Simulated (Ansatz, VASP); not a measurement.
MgPb2N2: VASP beside Ansatz

```xyz
5
Lattice="3.4935 0.0000 0.0000 -1.7467 3.0255 0.0000 0.0000 0.0000 9.2350" Properties=species:S:1:pos:R:3 pbc="T T T"
Mg    0.0000    0.0000    0.0000
Pb    1.7467    1.0085    2.6463
Pb    0.0000    2.0170    6.5887
N     1.7467    1.0085    7.9589
N     0.0000    2.0170    1.2761
```

Change from the starting cell: strain +0.030 along x and y, +0.000 along z, atoms carried along.

Alike in both runs: task single point; functional LDA; k mesh 9 × 9 × 4; occupations gaussian, width 0.05 eV; no spin polarisation.

|  | VASP | Ansatz |
| --- | --- | --- |
| version | VASP 6.6.1 | Ansatz 0.2.0 |
| potentials or method | VASP PAW LDA potentials, release 64 (Mg, Pb_d, N) | scalar-relativistic, plane waves, PAW |
| plane-wave cutoff (eV) | 520 | 420 |
| valence electrons in the cell | 40 | 48 |

|  | VASP | Ansatz | Ansatz less VASP |
| --- | --- | --- | --- |
| gap on the k mesh at the Fermi level (eV) | 0.17 | 0.17 | -0.001 |
| least direct gap on the mesh (eV) | 0.17 | 0.17 | -0.001 |
| pressure (GPa) | -10.0 | -9.8 | +0.24 |
| largest component of the traceless stress (GPa) | 2.92 | 2.89 | -0.033 |
| rms of the force components (eV/Å) | 0.324 | 0.336 | +0.0117 |

Atom by atom the forces differ by 0.018 eV/Å (rms over components). The two sets of potentials don't hold the same shells in valence.

Caveats: spin-orbit coupling is left out, which as a rule narrows the gap of such compounds by several tenths of an eV; an odd mesh through Γ misses points on the zone boundary, where band edges often lie.
